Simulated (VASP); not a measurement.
Consider the following.

```
MoS2
1.0
    3.14227     0.00000     0.00000
   -1.57113     2.72128     0.00000
    0.00000     0.00000    12.53172
Mo S
2 4
Direct
  0.66667   0.33333   0.75000
  0.33333   0.66667   0.25000
  0.66667   0.33333   0.37900
  0.33333   0.66667   0.87900
  0.33333   0.66667   0.62100
  0.66667   0.33333   0.12100
```

Level of theory: PBEsol GGA, VASP's PBE PAW potentials (set 64) (plane waves; VASP). Run with PREC = Normal, EDIFF = 1E-5, 400 eV cut-off, 11×11×3 Γ-centred mesh, Gaussian smearing of 0.050 eV, potentials Mo_sv S.

Without a dispersion term in the relaxation, distances and binding between the weakly bound layers, chains or molecules are unreliable, and so is what depends on them.

**Question.** The ions are relaxed. Give the cell that the relaxation ends in.

**Answer.** 
```
MoS2
1.0
    3.14227     0.00000     0.00000
   -1.57113     2.72128     0.00000
    0.00000     0.00000    12.53172
Mo S
2 4
Direct
  0.66667   0.33333   0.75000
  0.33333   0.66667   0.25000
  0.66667   0.33333   0.37437
  0.33333   0.66667   0.87437
  0.33333   0.66667   0.62563
  0.66667   0.33333   0.12563
```
Space group P6_3/mmc (194), at a tolerance of 0.03 Å.

**Question.** How much energy does the relaxation gain?

**Answer.** The energy (σ→0) changes by -20.7 meV/atom, in 3 ionic steps.

```json
[
 {"step": "1", "E(σ→0) (eV)": "-46.7780", "max force (eV/Å)": "1.043", "pressure (GPa)": "-5.71", "volume (Å³)": "107.16"},
 {"step": "2", "E(σ→0) (eV)": "-46.8997", "max force (eV/Å)": "0.147", "pressure (GPa)": "-1.03", "volume (Å³)": "107.16"},
 {"step": "3", "E(σ→0) (eV)": "-46.9019", "max force (eV/Å)": "0.007", "pressure (GPa)": "-0.27", "volume (Å³)": "107.16"}
]
```

The compound is MoS2 in the 2H layered structure. This run relaxes the ions in a fixed cell. Symmetry was kept, so distortions that lower it aren't found.
